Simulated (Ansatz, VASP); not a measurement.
# Cross-check of Co between VASP and Ansatz, part 2 of 2

Aim: how closely do two programs agree when they are given the same cell, functional and k mesh? The cell is taken from a series of runs on this material, whose earlier steps may have relaxed, scaled, displaced or heated it; both programs get it as it stands.

VASP 6.6.1 and Ansatz 0.2.0.

So far. Step 2 (Ansatz: single point, PBEsol, pair 1): The run ends at a pressure of 6.16 GPa.

## 6. Ansatz: single point, PBEsol, pair 2

Level of this step: Ansatz beside VASP: Kohn-Sham DFT, plane waves, PBEsol (Ansatz).

With cell and atoms fixed, the geometry can't cause a difference; cores, projectors, grids and the points listed under the comparison can. The cell compared in this pair holds 42.75 Å³, against 40.62 Å³ for the pair before.

The cell is taken from a series of runs on this material, whose earlier steps may have relaxed, scaled, displaced or heated it; both programs get it as it stands.

Input file input.yaml:

```yaml
crystal:
  lattice:
    - [2.47056178, 0.0, 0.0]
    - [-1.23528089, 2.13956926, 0.0]
    - [0.0, 0.0, 8.0882338]
  atoms:
    - { symbol: Co, position: [0.0, 0.0, 0.0], spin: 2.0 }
    - { symbol: Co, position: [0.33333333, 0.66666667, 0.25], spin: 2.0 }
    - { symbol: Co, position: [0.0, 0.0, 0.5], spin: 2.0 }
    - { symbol: Co, position: [0.66666667, 0.33333333, 0.75], spin: 2.0 }
magnetization:
  spin_polarized: true
kpoints:
  mp_grid: { grid: [19, 19, 5] }
hamiltonian:
  xc: pbesol
  pseudopotentials: { kind: paw, azcp: { folder: soft_1 }, xc_functional: pbe }
scf:
  occupations: { method: fermi_dirac, width: 0.1 }
  max_iter: 120
  convergence: { dr2_threshold: 1.0e-08 }
  lower_state_search: "off"
basis:
  ecutwfc: 420.0
output:
  stress: true
```

Run with:

```
ansatz run input.yaml --threads 1 --pin off --max-ram 2048MiB --backend cpu --events-out ev --progress --plain --runs-dir out
```

Numbers of over 12 decimals in the logs are rounded to 6 here.

Output:

```text
[...]
Crystal: 4 atoms, lattice volume = 42.754 Å³
Basis set: ecut = 420 eV, 813 PW (Γ)
Bands: 46, of which v1, the nominal top of the filled ones, is band 34 counted from 1 (33 counted from 0)
Symmetry: 24 space group operations
[...]
k-points: 120 of 1805
[...]
Internal energy: -20371.867027 eV  (E = F + TS)
E sigma→0 (E₀):  -20371.931070 eV
Entropy (-TS):   -0.128086 eV (-32.021 meV/atom)
Fermi energy:    18.912211 eV
[...]
--- Stress (GPa, compression-positive) ---
       -5.174570       0.000000       0.000000
        0.000000      -5.174570       0.000000
        0.000000       0.000000      -7.963624
  P = ⅓ Tr σ = -6.1043 GPa (-61.043 kbar)
[key lines of the parts left out:]
SCF converged after 15 iterations
Magnetization: 6.4660 μB (37.2330 up, 30.7670 down)
Free energy (F): -20371.995113 eV
```

The run ends at a pressure of -6.10 GPa.

## 7. VASP: single point, PBEsol, pair 2

The same cell, functional, mesh and smearing now go to VASP, with its own data sets.

Input file INCAR:

```
SYSTEM = Co
PREC = Accurate
ENCUT = 600
EDIFF = 1E-06
NELM = 200
ISMEAR = -1
SIGMA = 0.1
LREAL = .FALSE.
ALGO = Normal
GGA = PS
NBANDS = 30
ISPIN = 2
MAGMOM = 1.67 1.69 1.67 1.69
LASPH = .TRUE.
LMAXMIX = 4
LORBIT = 11
LWAVE = .FALSE.
LCHARG = .FALSE.
ISIF = 2
GGA_COMPAT = .FALSE.
KPAR = 2
```

Input file POSCAR:

```
Co
1.0
    2.4705617800      0.0000000000      0.0000000000
   -1.2352808900      2.1395692600      0.0000000000
    0.0000000000      0.0000000000      8.0882338000
Co
4
Direct
    0.0000000000      0.0000000000      0.0000000000
    0.3333333333      0.6666666667      0.2500000000
    0.0000000000      0.0000000000      0.5000000000
    0.6666666667      0.3333333333      0.7500000000
```

Input file KPOINTS:

```
Automatic mesh
0
Gamma
19 19 5
0 0 0
```

PAW data sets: Co (PBE family, release 64).

Run with:

```
mpirun -np 2 vasp_std
```

Output:

```text
[banner, memory and clock lines left out]
running    2 mpi-ranks, on    1 nodes
[...]
[... a notice as in an earlier step ...]

 LDA part: xc-table for (Slater+PW92), standard interpolation
 POSCAR, INCAR and KPOINTS ok, starting setup
[...]
entering main loop
       N       E                     dE             d eps       ncg     rms          rms(c)
DAV:   1     0.251425379154E+03    0.25143E+03   -0.16711E+04 14624   0.178E+03
DAV:   2    -0.195840938962E+02   -0.27101E+03   -0.25301E+03 14406   0.327E+02
DAV:   3    -0.357754505640E+02   -0.16191E+02   -0.15199E+02 15810   0.108E+02
DAV:   4    -0.360697910414E+02   -0.29434E+00   -0.29384E+00 17512   0.143E+01
[...]
DAV:  15    -0.309435746583E+02   -0.39366E-05   -0.21238E-05 22540   0.587E-02    0.329E-02
DAV:  16    -0.309435715013E+02    0.31570E-05   -0.13473E-05 16140   0.779E-02    0.466E-03
DAV:  17    -0.309435718234E+02   -0.32214E-06   -0.10247E-06  8412   0.101E-02
   1 F= -.30943572E+02 E0= -.30878203E+02  d E =-.130737E+00  mag=     6.4377
```

OUTCAR, selected parts (step 7):

```text
  Total       -1.5982337     -1.5982337     -2.3347568      0.0000000     -0.0000000      0.0000000
  in kB      -59.8928674    -59.8928672    -87.4936367      0.0000000     -0.0000000      0.0000000
  external PRESSURE =     -69.0931238 kB  Pullay stress =       0.0000000 kB

 POSITION                                       TOTAL-FORCE (eV/Angst)
 -----------------------------------------------------------------------------------
      0.00000      0.00000      0.00000        -0.000000      0.000000     -0.000000
     -0.00000      1.42638      2.02206        -0.000000      0.000000      0.000000
      0.00000      0.00000      4.04412        -0.000000      0.000000     -0.000000
      1.23528      0.71319      6.06618         0.000000      0.000000     -0.000000
 -----------------------------------------------------------------------------------
    total drift:                                0.000000     -0.000000      0.000000

  FREE ENERGIE OF THE ION-ELECTRON SYSTEM (eV)
  ---------------------------------------------------
  free  energy   TOTEN  =       -30.9435718234 eV

  energy  without entropy=      -30.8128348645  energy(sigma->0) =      -30.87820334

 magnetization (x)
# of ion       s       p       d       tot
------------------------------------------
    1       -0.014  -0.047   1.673   1.613
    2       -0.014  -0.048   1.689   1.628
    3       -0.014  -0.047   1.673   1.613
    4       -0.014  -0.048   1.689   1.628
--------------------------------------------------
tot         -0.055  -0.190   6.726   6.481

[... 1 part as in an earlier step ...]

[... 2 further parts left out ...]
[key lines of the parts left out:]
E-fermi :  10.3411
```

The run ends at a pressure of -6.91 GPa.

## 8. Differences

What differs besides the data sets and the points named for the pairs above, as far as they apply: the data sets hold 68 valence electrons in Ansatz (on its PAW soft_1 files) and 36 in VASP. Total energies have different zeros and are not compared.

The two programs side by side:

```csv
quantity,Ansatz,VASP,difference
pressure (GPa),-6.10,-6.91,+0.81
total moment (μB),6.47,6.44,+0.03
moment on Co2 (μB),1.69,1.63,+0.06
moment on Co4 (μB),1.69,1.63,+0.06
moment on Co1 (μB),1.67,1.61,+0.06
moment on Co3 (μB),1.67,1.61,+0.06
```

## 9. Ansatz: single point, PBEsol, pair 3

A single point gives forces, pressure and levels at one fixed geometry, so differences don't come from the geometry; what else differs is listed under the comparison.

The cell is taken from a series of runs on this material, whose earlier steps may have relaxed, scaled, displaced or heated it; both programs get it as it stands.

input.yaml, the sections that differ from step 6:

```yaml
crystal:
  lattice:
    - [2.47056178, 0.0, 0.0]
    - [-1.23528089, 2.13956926, 0.0]
    - [0.0, 0.0, 8.0882338]
  atoms:
    - { symbol: Co, position: [0.0, 0.0, 0.0], spin: 0.6 }
    - { symbol: Co, position: [0.33333333, 0.66666667, 0.25], spin: 0.6 }
    - { symbol: Co, position: [0.0, 0.0, 0.5], spin: 0.6 }
    - { symbol: Co, position: [0.66666667, 0.33333333, 0.75], spin: 0.6 }
# magnetization, kpoints, hamiltonian, scf, basis, output: as in step 6
```

Run with:

```
ansatz run input.yaml --threads 1 --pin off --max-ram 2048MiB --backend cpu --events-out ev --progress --plain --runs-dir out
```

Output:

```text
[...]
Crystal: 4 atoms, lattice volume = 42.754 Å³
Basis set: ecut = 420 eV, 813 PW (Γ)
Bands: 43, of which v1, the nominal top of the filled ones, is band 34 counted from 1 (33 counted from 0)
Symmetry: 24 space group operations
[...]
k-points: 120 of 1805
[...]
Internal energy: -20371.867027 eV  (E = F + TS)
E sigma→0 (E₀):  -20371.931070 eV
Entropy (-TS):   -0.128086 eV (-32.021 meV/atom)
Fermi energy:    18.912218 eV
[...]
--- Stress (GPa, compression-positive) ---
       -5.174630       0.000000       0.000000
        0.000000      -5.174630       0.000000
        0.000000       0.000000      -7.963695
  P = ⅓ Tr σ = -6.1043 GPa (-61.043 kbar)
[key lines of the parts left out:]
SCF converged after 23 iterations
Magnetization: 6.4660 μB (37.2330 up, 30.7670 down)
Free energy (F): -20371.995113 eV
```

The run ends at a pressure of -6.10 GPa.

## 10. VASP: single point, PBEsol, pair 3

The same cell, functional, mesh and smearing now go to VASP, with its own data sets.

INCAR is that of step 7.

POSCAR is that of step 7.

KPOINTS is that of step 7.

Run with:

```
mpirun -np 2 vasp_std
```

Output:

```text
[... set-up lines as in an earlier step ...]
 entering main loop
       N       E                     dE             d eps       ncg     rms          rms(c)
[... 17 cycles as in an earlier step ...]
   1 F= -.30943572E+02 E0= -.30878203E+02  d E =-.130737E+00  mag=     6.4377
```

Parts of OUTCAR (step 10):

```text
[... 7 parts as in an earlier step ...]

[... 1 further part left out ...]
[key lines of the parts left out:]
E-fermi :  10.3411
```

The run ends at a pressure of -6.91 GPa.

## 11. Side by side

What differs besides the data sets and the points named for the pairs above, as far as they apply: the data sets hold 68 valence electrons in Ansatz (on its PAW soft_1 files) and 36 in VASP. Total energies have different zeros and are not compared.

Both answers:

```csv
quantity,Ansatz,VASP,difference
pressure (GPa),-6.10,-6.91,+0.80
total moment (μB),6.47,6.44,+0.03
moment on Co2 (μB),1.69,1.63,+0.06
moment on Co4 (μB),1.69,1.63,+0.06
moment on Co1 (μB),1.67,1.61,+0.06
moment on Co3 (μB),1.67,1.61,+0.06
```

## 12. What came out

| Quantity | Value |
| --- | --- |
| difference in pressure (single point, PBEsol, pair 1) | 1.1 GPa |
| difference in total moment (single point, PBEsol, pair 2) | 0.028 μB |
| difference in pressure (single point, PBEsol, pair 2) | 0.81 GPa |
| difference in total moment (single point, PBEsol, pair 3) | 0.028 μB |
| difference in pressure (single point, PBEsol, pair 3) | 0.80 GPa |

What this shows: The difference in pressure is 1.1 GPa (single point, PBEsol, pair 1), beyond the 1 GPa picked in this series as the mark of a large difference. The data sets hold unlike numbers of valence electrons (68 in Ansatz and 36 in VASP), so part of the differences comes from the potentials. Single point, PBEsol, pair 1, VASP with the data sets Co_sv: the difference in pressure goes from 1.1 to 3.6 GPa; the difference in total moment goes from 0.022 to 0.0018 μB. 5 further runs of this series are not shown here. How closely two codes agree says nothing of how well the functional describes the real material.

[Lines on the potential files, build, host, timing and source positions are cut from VASP's logs without a mark.]

[Logs are printed without paths, hosts, clocks, repeated set-up lines and the standing remarks that a program may print on its own settings, such as how far it seeks lower states.]

[Hosts, paths, dates, database ids (printed as entryN), source tags and the programs' standing remarks are cut or masked in the printed files.]
